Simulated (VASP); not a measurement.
**KBe2: equation of state with PBE**

The system is KBe2.

```
CELL_PARAMETERS angstrom
3.84326 0.00000 0.00000
-1.92163 3.32836 0.00000
0.00000 0.00000 5.39599
ATOMIC_POSITIONS crystal
K 0.00000 0.00000 0.50000
Be 0.33333 0.66667 0.00000
Be 0.66667 0.33333 0.00000
```

The cell was built by a generator and needn't be a form met in nature.

- Program: VASP 6.6.1
- Task: equation of state
- Functional: PBE
- Potentials or basis: VASP PAW PBE potentials, release 64 (K_sv, Be)
- Cutoff: 520 eV
- k mesh: 8 × 8 × 5
- Occupations: fermi-dirac, width 0.05 eV
- Spin: no spin polarisation

```
Equilibrium volume                        : 23.07 Å³/atom
Bulk modulus at fixed shape and positions : 25 GPa
Pressure derivative of the bulk modulus   : 3.6
```

Energy against volume, from the lowest point:
| volume (Å³/atom) | energy (meV/atom) |
| --- | --- |
| 21.628 | 7.70 |
| 22.088 | 3.46 |
| 22.548 | 0.94 |
| 23.008 | 0.00 |
| 23.468 | 0.50 |
| 23.928 | 2.31 |
| 24.389 | 5.32 |

All runs of the series together: 5.8 min on 1 thread of Intel(R) Xeon(R) Platinum 8488C (Sapphire Rapids), on a shared host.

Caveat: the cell was scaled at fixed shape and fractional positions, which overstates the stiffness of a crystal with free parameters, most of all of layers and chains.
